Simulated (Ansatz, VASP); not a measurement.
# PbO2 in two plane-wave programs, part 2 of 2

Aim: how closely do two programs agree when they are given the same cell, functional and k mesh? The cell is taken from a series of runs on this material, whose earlier steps may have relaxed, scaled, displaced or heated it; both programs get it as it stands.

VASP 6.6.1 and Ansatz 0.2.0.

So far: The structure; VASP: zone-centre phonons, PBEsol.

## (3) Ansatz: zone-centre phonons, PBEsol

Level of this step: Ansatz beside VASP: Kohn-Sham DFT, plane waves, PBEsol (Ansatz).

Ansatz runs on its PAW soft_1 files.

The same cell, functional, mesh and smearing now go to Ansatz, which takes its cutoff from its data sets.

input.yaml reads:

```yaml
crystal:
  lattice:
    - [0.0, 2.6644545098, 2.6644545098]
    - [2.6644545098, 0.0, 2.6644545098]
    - [2.6644545098, 2.6644545098, 0.0]
  atoms:
    - { symbol: Pb, position: [0.0, 0.0, 0.0] }
    - { symbol: O, position: [0.25, 0.25, 0.25] }
    - { symbol: O, position: [0.75, 0.75, 0.75] }
kpoints:
  mp_grid: { grid: [16, 16, 16] }
hamiltonian:
  xc: pbesol
  pseudopotentials: { kind: paw, azcp: { folder: soft_1 }, xc_functional: pbe }
scf:
  occupations: { method: methfessel_paxton, width: 0.2 }
output:
  eigenvalues: true
phonons:
  method: dfpt
```

Launch:

```bash
$ ansatz run input.yaml --threads 4 --pin off --max-ram 10240MiB --backend cpu --events-out ev --progress --plain --runs-dir out
```

Numbers of over 12 decimals in the logs are rounded to 6 here.

The log of the run:

```text
zone centre: on kpoints.mp_grid the ground state, and the responses unless they are solved on pairs of k-points, stand on 349 of the mesh's 4096 k-points, reduced under 8 symmetry operations, with k and −k counted as one. Each operation leaves every solved displacement unchanged or reverses it
Engine: ansatz 0.2.0, aarch64-unknown-linux-gnu
Pseudopotentials: kind: paw
Pseudopotential: Pb, paw, valence charge 14, recommended cutoff 420 eV (normal), soft_1/Pb.paw.azcp
Pseudopotential: O, paw, valence charge 6, recommended cutoff 420 eV (normal), soft_1/O.paw.azcp
Functional definition: PBEsol
  exchange = pbesol_x
  correlation = pbesol_c
Crystal: 3 atoms, lattice volume = 37.832 Å³
Basis set: ecut = 420 eV, 725 PW (Γ), exchange–correlation on 54×54×54 points (8 copies of the dense FFT grid, shifted against one another)
Bands: 17, of which v1, the nominal top of the filled ones, is band 13 counted from 1 (12 counted from 0)
Symmetry: 48 space group operations
k-points: 349 of 4096 (irreducible under 8 space group operations, time reversal used)
Non-local potential: Pb, projectors of the file, l = 0: 2, l = 1: 2, l = 2: 2, l = 3: 1
Non-local potential: O, projectors of the file, l = 0: 2, l = 1: 2, l = 2: 1
PAW form: soft (Blöchl's): semilocal exchange-correlation on the pseudo side does not see the compensation charge
PAW frozen core: Pb, regenerated for the run's functional, and the local potential with it (the file was generated under x = pbe(κ = 0.804, μ = 0.219515), c = pbe(β = 0.066725))
PAW frozen core: O, regenerated for the run's functional, and the local potential with it (the file was generated under x = pbe(κ = 0.804, μ = 0.219515), c = pbe(β = 0.066725))
PAW one-centre angular grid: Pb, 590 points (default); XC on 64 Gauss nodes
PAW one-centre angular grid: O, 110 points (default); XC on 64 Gauss nodes
Initial density: superposition of atomic densities (chi_scale 0.1, normalization cell, long waves kept (reshape's long-wave potential 0.00 eV rms))
Initial wavefunctions: pseudopotential atomic-orbital guess
Functional: x = pbesol(κ = 0.804, μ = 0.123457), c = pbesol(β = 0.046)
SCF iter   1: F=—  HF=-12876.463704 eV  |F-HF|=—  |Δ(HF+E_count)|=         —  Δρ=6.71e-2  dr2=1.49e0  ethr=3.10e-3  ⟨swp⟩=6.0  Hψ=31046  notcnv=0
preconditioner: auto → Kerker (q_TF=auto, 2.563 Å⁻¹)  [metal: Δε(μ)=0.015 eV  Ē_g=17.117 eV  σ=0.200 eV  W_gap=0.06  n_scr=14 (ndim 8)  ℏωp=30.8 eV  f_vac=0.002  D(μ)=0.52/eV (n_scr^D=0)]
SCF iter   2: F=—  HF=-12876.253047 eV  |F-HF|=—  |Δ(HF+E_count)|=   2.11e-1  S|Δr|=    0.00e0  Δρ=4.04e-2  dr2=5.56e-1  ethr=3.10e-3  ⟨swp⟩=2.0  Hψ=10037  notcnv=0
SCF iter   3: F=—  HF=-12876.101859 eV  |F-HF|=—  |Δ(HF+E_count)|=   1.51e-1  S|Δr|=    0.00e0  Δρ=5.98e-3  dr2=1.76e-2  ethr=2.14e-3  ⟨swp⟩=2.9  Hψ=11362  notcnv=0
SCF iter   4: F=—  HF=-12876.107101 eV  |F-HF|=—  |Δ(HF+E_count)|=   5.24e-3  S|Δr|=    0.00e0  Δρ=2.16e-3  dr2=2.92e-3  ethr=6.77e-5  ⟨swp⟩=1.2  Hψ=8943  notcnv=0
SCF iter   5: F=—  HF=-12876.109283 eV  |F-HF|=—  |Δ(HF+E_count)|=   2.18e-3  S|Δr|=    0.00e0  Δρ=6.42e-4  dr2=2.46e-4  ethr=1.12e-5  ⟨swp⟩=2.1  Hψ=8003  notcnv=0
SCF iter   6: F=—  HF=-12876.109651 eV  |F-HF|=—  |Δ(HF+E_count)|=   3.68e-4  S|Δr|=    0.00e0  Δρ=1.81e-4  dr2=1.30e-5  ethr=9.46e-7  ⟨swp⟩=2.1  Hψ=8076  notcnv=0
SCF iter   7: F=—  HF=-12876.109667 eV  |F-HF|=—  |Δ(HF+E_count)|=   1.61e-5  S|Δr|=    0.00e0  Δρ=5.06e-5  dr2=5.71e-7  ethr=5.01e-8  ⟨swp⟩=2.0  Hψ=10449  notcnv=0
SCF iter   8: F=—  HF=-12876.109668 eV  |F-HF|=—  |Δ(HF+E_count)|=   8.78e-7  S|Δr|=    0.00e0  Δρ=1.22e-5  dr2=6.07e-8  ethr=2.20e-9  ⟨swp⟩=2.0  Hψ=9955  notcnv=0
SCF iter   9: F=—  HF=-12876.109668 eV  |F-HF|=—  |Δ(HF+E_count)|=   1.89e-8  S|Δr|=    0.00e0  Δρ=3.08e-6  dr2=2.36e-9  ethr=2.33e-10  ⟨swp⟩=2.6  Hψ=11034  notcnv=0
SCF iter  10: F=—  HF=-12876.109668 eV  |F-HF|=—  |Δ(HF+E_count)|=   3.58e-9  S|Δr|=    0.00e0  Δρ=3.69e-7  dr2=3.88e-11  ethr=9.07e-12  ⟨swp⟩=2.3  Hψ=10450  notcnv=0
SCF iter  11: F=-12876.109668 eV  HF=-12876.109668 eV  |F-HF|=5.46e-12  |Δ(HF+E_count)|=  1.55e-10  S|Δr|=    0.00e0  Δρ=9.33e-8  dr2=1.75e-12  ethr=1.00e-12  ⟨swp⟩=8.6  Hψ=34810  notcnv=0
SCF 1 converged in 11 iterations: F = -12876.109668 eV  dr2 = 1.75e-12
  greatest PAW one-centre occupation: 0.986 electrons in one spin orbital (limit 2), on the Pb atom at site 0 (counted from 0), in its partial waves of l = 2
DFPT response loops at Γ: preconditioner auto → Kerker (q_TF=auto, 2.563 Å⁻¹) (partly filled bands, converged f_vac=0.050); β = 1.00, the filter's whole step (`scf.mixing.beta` (0.50) is not read by the response loops under this deck's `scf.mixing.preconditioner`; to damp them name `kerker` or `kerker_dos`, under which they read `scf.mixing.beta`, and type it under 1.00, their step now; both keys bind the ground state too); Broyden in place of MSR1
SCF converged after 11 iterations
Stability not checked: this state was not tested for a lower state beside it, because cold or Methfessel-Paxton smearing, or corrected tetrahedra, fill the levels in a way that the test cannot read (fill_not_monotonic; see scf.lower_state_search)
Free energy (F): -12876.109668 eV
Harris-Foulkes:  -12876.109668 eV  (|F-HF|=5.46e-12)
Internal energy: -12876.113667 eV  (E = F + TS)
E sigma→0 (E₀):  -12876.110668 eV
Entropy (-TS):   0.003999 eV (1.333 meV/atom)
Fermi energy:    10.316335 eV
--- Per-component energies (eV) ---
  E_band       = 10.854546
  E_kinetic    = 630.169032
  E_local      = -1424.573543  (includes V_loc(G=0)·N_el)
  E_nonlocal   = 420.106466
  E_hartree    = 536.917956
  E_xc         = -339.737199
  E_vxc        = -312.974958  (∫ρ·V_xc dr)
  E_paw        = -10568.932617  (= ΣΔE_a)
  E_vpaw       = -375.709879  (= ΣTr[D̂ρ^β])
  E_aug_tail   = 0.001506  (compensation charges beyond the density's cutoff)
  E_ewald      = -2130.198013
  E_core_change = 0.132746  (= ΣΔE_core)
  E_smearing   = 0.003999  (= −TS)
  E_closure    = 0.000000  (closes the sum)
  Σ components = -12876.109668   (vs F -12876.109668, Δ=0.00e0)
--- Band table (eV; the first three rows and the last of 349) ---
  k-point 0: bands = [... 9 lower, 8.2828, 8.2828, 9.0344, 9.0344, 9.0344, 17.3128, 17.3128, 17.3128]
  k-point 1: bands = [... 9 lower, 8.2418, 8.2418, 9.0304, 9.0304, 9.5626, 17.2046, 17.4013, 17.4013]
  k-point 2: bands = [... 9 lower, 8.1294, 8.1294, 9.0162, 9.0162, 10.3742, 16.9998, 17.6569, 17.6569]
  k-point 348: bands = [... 9 lower, 7.6072, 7.6072, 9.8958, 10.3560, 12.7806, 19.0910, 19.0910, 19.3383]
--- Phonons (Γ-DFPT): 2 representative perturbations + reference, on 349 of 4096 k-points (Σ response iterations 7) ---
  k mesh reduced under 8 symmetry operations, with k and −k counted as one. Each operation leaves every solved displacement unchanged or reverses it
  ASR residual: 2.789e-5 → 0.000e0 eV/Å²; symmetrization residual: 3.011e-6 eV/Å²
  ASR residual per site (eV/Å²): 4.82e-6 2.79e-5 2.79e-5
  Γ frequencies (cm⁻¹): 0.00 0.00 0.00 263.89 263.89 263.89 431.57 431.57 431.57
  non-analytic LO–TO correction: not included (Born effective charges unavailable; polar crystals: no LO–TO splitting at Γ)
```

## (4) Side by side

Known differences besides the potentials themselves: the cutoff is 420 eV in Ansatz and 600 eV in VASP; Ansatz makes its cores anew for this functional, VASP keeps those of its PBE data sets. Total energies have different zeros and are not compared.

The two programs side by side:

| quantity | Ansatz | VASP | difference |
| --- | --- | --- | --- |
| optical mode 1 to 3 (cm⁻¹) | 263.9 | 268.1 | -1.58 % |
| optical mode 4 to 6 (cm⁻¹) | 431.6 | 433.6 | -0.47 % |

Modes are paired by rising frequency, not by their patterns, so a pair may set unlike modes beside each other; they are those without the splitting of longitudinal modes.

## (5) Results

* r.m.s. difference of the optical zone-centre modes, each program's sorted by frequency (zone-centre phonons, PBEsol): 3.3 cm⁻¹
* difference in optical mode 1 to 3 (zone-centre phonons, PBEsol): -1.6 %

In words: The r.m.s. difference of the optical zone-centre modes, each program's sorted by frequency is 3.3 cm⁻¹ (zone-centre phonons, PBEsol). Among the rows given in per cent, the largest difference of the zone-centre phonons, PBEsol pair is in optical mode 1 to 3, -1.6 %. How closely two codes agree says nothing of how well the functional describes the real material.

[Lines on the potential files, build, host, timing and source positions are cut from VASP's logs without a mark.]

[Logs are printed without paths, hosts, clocks, repeated set-up lines and the standing remarks that a program may print on its own settings, such as how far it seeks lower states.]

[Hosts, paths, dates, database ids (printed as entryN), source tags and the programs' standing remarks are cut or masked in the printed files.]
